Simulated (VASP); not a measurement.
Calculation: PBEsol GGA, VASP's PBE PAW potentials (set 64) (plane waves; VASP).

Input for VASP

File KPOINTS:
```
Automatic mesh
0
Gamma
5 5 5
0 0 0
```

POSCAR:
```
Ga4AsP3
1.0
  5.4872287142   0.0000000000   0.0000000000
  0.0000000000   5.4872287142   0.0000000000
  0.0000000000   0.0000000000   5.4872287142
Ga P As
4 3 1
Cart
  5.4630771560   0.0241515582   0.0241515582
  2.7677659153   2.7194627989   0.0241515582
  2.7677659153   0.0241515582   2.7194627989
  5.4630771560   2.7194627989   2.7194627989
  1.3718071785   1.3718071785   1.3718071785
  4.1154215356   4.1154215356   1.3718071785
  4.1154215356   1.3718071785   4.1154215356
  1.3718071785   4.1154215356   4.1154215356
```

### INCAR
```
# general
SYSTEM  = Ga4AsP3
PREC    = Accurate
ENCUT   = 400   # plane-wave cut-off (eV)
LREAL   = .FALSE.   # projection in real space or not
LASPH   = .TRUE.   # aspherical one-centre terms

# electronic loop
EDIFF   = 1E-7
NELM    = 100
ALGO    = Normal
LMAXMIX = 4   # l cut-off of mixed one-centre charges

# smearing
ISMEAR  = -5   # tetrahedra, Bloechl

# functional
GGA     = PS

# ions
ISIF    = 2   # forces and stress, cell fixed

# output
LWAVE   = .FALSE.
LCHARG  = .TRUE.
LORBIT  = 11   # lm-projected
NEDOS   = 601
```

POTCAR, in this order: Ga_d P As (PBE.64 set). Program: vasp_std.

Task: Estimate the energy per atom (σ→0), band gap (on the k-mesh).

Result: 
```json
{
  "energy per atom (σ→0)": "-4.851 eV/atom",
  "band gap (on the k-mesh)": "1.16 eV"
}
```

**OSZICAR**
```
...
DAV:  11    -0.388041598388E+02   -0.18074E-03   -0.82001E-04  1223   0.162E-01    0.353E-02
DAV:  12    -0.388041473753E+02    0.12464E-04   -0.14949E-04  1055   0.865E-02    0.193E-02
DAV:  13    -0.388041539490E+02   -0.65737E-05   -0.17122E-05  1047   0.192E-02    0.111E-02
DAV:  14    -0.388041529093E+02    0.10397E-05   -0.57758E-06  1204   0.274E-02    0.303E-03
DAV:  15    -0.388041530686E+02   -0.15932E-06   -0.82531E-07   940   0.450E-03    0.115E-03
DAV:  16    -0.388041531860E+02   -0.11734E-06   -0.55768E-08   550   0.152E-03    0.627E-04
DAV:  17    -0.388041531987E+02   -0.12717E-07   -0.22457E-08   540   0.108E-03
   1 F= -.38804153E+02 E0= -.38804153E+02  d E =0.000000E+00
```

The structure was generated: Ga4AsP3 was put into an ordered model structure (P-43m), which need not be its known phase. It was relaxed first.
